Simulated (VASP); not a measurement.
Computed with PBE GGA, VASP's PBE PAW potentials (set 64) (plane waves; VASP 6.6.1).

VASP ran on this input.

INCAR:
```
SYSTEM=LiH
PREC=Normal; ENCUT=450; LREAL=.False.
LASPH=.True.
EDIFF=1E-5; NELM=100; NELMIN=4
ALGO=Fast
ISMEAR=0; SIGMA=0.05
GGA=PE
IBRION=2; NSW=20; ISIF=2
EDIFFG=-0.03
LWAVE=.False.; LCHARG=.False.
```

File KPOINTS:
```
kpoints
0
G
 13 13 13
0 0 0
```

POSCAR:
```
LiH
1
    0.0000000000     1.9991847398     1.9991847398
    1.9991847398     0.0000000000     1.9991847398
    1.9991847398     1.9991847398     0.0000000000
Li H
1 1
Direct
  0.0000000000   0.0000000000   0.0000000000
  0.5000000000   0.5000000000   0.5000000000
```

POTCAR, in this order: Li_sv H (PBE.64 set). Program: vasp_std.

The run wrote:

**OUTCAR**
```
 ion  position               nearest neighbor table
   1  0.000  0.000  0.000-
   2  0.500  0.500  0.500-
  LATTYP: Found a face centered cubic cell.
 ALAT       =     3.9983694796
 Subroutine PRICEL returns:
 Original cell was already a primitive cell.
 Subroutine GETGRP returns: Found 48 space group operations
The static configuration has the point symmetry O_h .
The dynamic configuration has the point symmetry O_h .
 Subroutine INISYM returns: Found 48 space group operations
 Subroutine IBZKPT returns following result:
 Found     84 irreducible k-points:

 Following reciprocal coordinates:
            Coordinates               Weight
  0.000000  0.000000  0.000000      1.000000
  0.076923  0.000000  0.000000      8.000000
  0.153846  0.000000  0.000000      8.000000
  0.230769  0.000000  0.000000      8.000000
  0.307692  0.000000  0.000000      8.000000
  0.384615  0.000000  0.000000      8.000000
  0.461538  0.000000  0.000000      8.000000
  0.076923  0.076923  0.000000      6.000000
  0.153846  0.076923  0.000000     24.000000
...
```

OSZICAR:
```
       N       E                     dE             d eps       ncg     rms          rms(c)
DAV:   1    -0.206459359149E+01   -0.20646E+01   -0.13491E+03  1044   0.551E+02
DAV:   2    -0.631739686859E+01   -0.42528E+01   -0.41359E+01  1500   0.618E+01
DAV:   3    -0.637315369708E+01   -0.55757E-01   -0.55757E-01  1182   0.681E+00
DAV:   4    -0.637374295257E+01   -0.58926E-03   -0.58926E-03  1362   0.556E-01
DAV:   5    -0.637374779470E+01   -0.48421E-05   -0.48421E-05  1200   0.350E-02    0.289E+00
RMM:   6    -0.618691465480E+01    0.18683E+00   -0.42799E-02  1053   0.131E+00    0.149E+00
RMM:   7    -0.612745974679E+01    0.59455E-01   -0.83164E-02  1084   0.198E+00    0.220E-01
RMM:   8    -0.612955616753E+01   -0.20964E-02   -0.72832E-03  1101   0.748E-01    0.454E-02
RMM:   9    -0.612993853467E+01   -0.38237E-03   -0.26933E-03  1149   0.385E-01    0.352E-02
RMM:  10    -0.613019744252E+01   -0.25891E-03   -0.11396E-03  1126   0.247E-01    0.823E-02
RMM:  11    -0.613012293645E+01    0.74506E-04   -0.37455E-04  1081   0.149E-01    0.232E-02
RMM:  12    -0.613014928776E+01   -0.26351E-04   -0.17099E-04   933   0.857E-02    0.247E-02
RMM:  13    -0.613016562580E+01   -0.16338E-04   -0.70369E-05   898   0.539E-02    0.310E-02
RMM:  14    -0.613016154950E+01    0.40763E-05   -0.28245E-05   866   0.318E-02
   1 F= -.61301615E+01 E0= -.61301615E+01  d E =-.613016E+01
```

### OUTCAR
```
------------------------ aborting loop because EDIFF is reached ----------------------------------------
  FORCE on cell =-STRESS in cart. coord.  units (eV):
  Direction    XX          YY          ZZ          XY          YZ          ZX
  --------------------------------------------------------------------------------------
  Total       -0.1101226     -0.1101226     -0.1101226      0.0000000      0.0000000      0.0000000
  in kB      -11.0407468    -11.0407468    -11.0407468      0.0000000      0.0000000      0.0000000
  external PRESSURE =     -11.0407468 kB  Pullay stress =       0.0000000 kB
  volume of cell :       15.98
      direct lattice vectors                 reciprocal lattice vectors
     0.000000000  1.999184740  1.999184740    -0.250101949  0.250101949  0.250101949
     1.999184740  0.000000000  1.999184740     0.250101949 -0.250101949  0.250101949
     1.999184740  1.999184740  0.000000000     0.250101949  0.250101949 -0.250101949
  FREE ENERGIE OF THE ION-ELECTRON SYSTEM (eV)
  ---------------------------------------------------
  free  energy   TOTEN  =        -6.1301615495 eV

  energy  without entropy=       -6.1301615495  energy(sigma->0) =       -6.13016155

 reached required accuracy - stopping structural energy minimisation
```
(Selected blocks of OUTCAR.)

At this cut-off the stress carries a Pulay error, which pulls relaxed volumes low.

The compound is LiH in the rock salt structure. It was relaxed first, which changed the volume by -6 %.
